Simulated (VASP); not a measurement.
A VASP calculation is set up with these files.

INCAR:
```
ISMEAR  =  1
ISIF  =  2   # forces and stress, cell fixed
SYSTEM  =  InAs
ALGO  =  Normal
PREC  =  Accurate
GGA  =  PS   # PBEsol
EDIFF  =  1E-7   # SCF stop (eV)
LWAVE  =  F
LMAXMIX  =  4   # l cut-off of mixed one-centre charges
LCHARG  =  F
ENCUT  =  480
LASPH  =  T
LREAL  =  F   # projection in real space or not
NELM  =  100   # most electronic steps
SIGMA  =  0.1
```

File KPOINTS:
```
Automatic
0
Gamma
  10 10 10
```

### POSCAR
```
InAs
1.0
  0.0000000000   3.0450899932   3.0450899932
  3.0450899932   0.0000000000   3.0450899932
  3.0450899932   3.0450899932   0.0000000000
In As
1 1
Direct
 -0.0246298140   0.0246298140   0.0246298140
  0.2500000000   0.2500000000   0.2500000000
```

POTCAR, in this order: In_d As (PBE.64 set). Program: vasp_std.

Write an equivalent input for Quantum ESPRESSO's pw.x.

One equivalent input (not run):
```
&CONTROL
  calculation = 'scf'
  pseudo_dir = './pseudo'
  outdir = './out'
  tprnfor = .true.
  tstress = .true.
/
&SYSTEM
  ibrav = 0
  nat = 2
  ntyp = 2
  ecutwfc = 84
  occupations = 'smearing'
  smearing = 'methfessel-paxton'
  degauss = 0.00735
  input_dft = 'pbesol'
/
&ELECTRONS
  conv_thr = 7.3e-09
  electron_maxstep = 100
/
ATOMIC_SPECIES
  In 114.818 In.upf
  As 74.922 As.upf
CELL_PARAMETERS angstrom
     0.0000000    3.0450900    3.0450900
     3.0450900    0.0000000    3.0450900
     3.0450900    3.0450900    0.0000000
ATOMIC_POSITIONS crystal
  In  -0.0246298  0.0246298  0.0246298
  As   0.2500000  0.2500000  0.2500000
K_POINTS automatic
  10 10 10 0 0 0
```
Limits of the translation: the potentials are each code's own (VASP's PAW set, PseudoDojo norm-conserving files in pw.x), so ENCUT and ecutwfc are chosen apart and not converted; conv_thr bounds pw.x's estimated SCF error, while EDIFF bounds the energy change between steps.

The compound is InAs in the zinc blende structure. This cell was strained or had an atom moved on purpose.
